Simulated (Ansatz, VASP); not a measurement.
## One calculation of PIr2, two programs

```xyz
9
Lattice="3.9138 0.0000 0.0000 0.0000 3.9138 0.0000 0.0000 0.0000 22.9187" Properties=species:S:1:pos:R:3 pbc="T T T"
P     0.0000    0.0000    8.1927
P     1.9569    1.9569   10.7701
P     0.0000    0.0000   13.5386
Ir    0.0000    1.9569    9.3991
Ir    1.9569    0.0000    9.3991
Ir    1.9569    0.0000   12.1420
Ir    0.0000    1.9569   12.1420
Ir    0.0000    1.9569   14.8132
Ir    1.9569    0.0000   14.8132
```

Alike in both runs: functional LDA; k mesh 5 × 5 × 1; no spin polarisation.

Ansatz relaxed the structure, and its values are those at the end. VASP's run is a single point on that final structure, the one shown.

|  | VASP | Ansatz |
| --- | --- | --- |
| version | VASP 6.6.1 | Ansatz 0.2.0 |
| potentials or method | VASP PAW LDA potentials, release 64 (P, Ir) | plane waves, PAW |
| plane-wave cutoff (eV) | 520 | 420 |
| occupations | methfessel-paxton of order 1, width 0.15 eV | cold, width 0.15 eV |
| valence electrons in the cell | 69 | 117 |

|  | VASP | Ansatz | Ansatz less VASP |
| --- | --- | --- | --- |
| rms of the force components (eV/Å) | 0.046 | 0.005 | -0.0406 |

The two sets of potentials don't hold the same shells in valence.

Spin-orbit coupling is left out, which matters for the levels of Ir.
